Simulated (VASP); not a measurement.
A convergence study with VASP on SiO2 (space group P4_2/mnm): one setting is varied, all else stays as given below, so the limit is that of these other settings.

```xyz
6
Lattice="4.1925 0.0000 0.0000 0.0000 4.1925 0.0000 0.0000 0.0000 2.6780" Properties=species:S:1:pos:R:3 pbc="T T T"
Si     0.0000     0.0000     0.0000
Si     2.0963     2.0963     1.3390
O      1.2829     1.2829     0.0000
O      3.3792     0.8134     1.3390
O      0.8134     3.3792     1.3390
O      2.9096     2.9096     0.0000
```

These are PBE GGA, VASP's PBE PAW potentials (set 64) (plane waves; VASP) values and carry that method's errors. The tightest run used: 400 eV cut-off, 5×5×8 Γ-centred mesh, Gaussian smearing of 0.010 eV, potentials Si O.

```csv
setting,mean ε∞,highest Γ mode (cm⁻¹),irreducible k-points
2×2×3 mesh,3.61,929.2,6
3×3×4 mesh,3.47,930.6,9
3×3×5 mesh,3.44,930.6,9
```

### Question
These are the cheaper rows. Estimate the results at 5×5×8 mesh, and how far the last row shown lies from them.

### Answer

```
quantity               tightest run  last row shown is off by
---------------------  ------------  ------------------------
mean ε∞                        3.42                      0.02
highest Γ mode (cm⁻¹)         931.4                      -0.8
```

Left out are rungs that failed or repeat a setting and relaxations that didn't move; long series are thinned to 24 rows.

The structure is a typed SiO2 crystal (space group no. 136). The cell was not relaxed at this level.
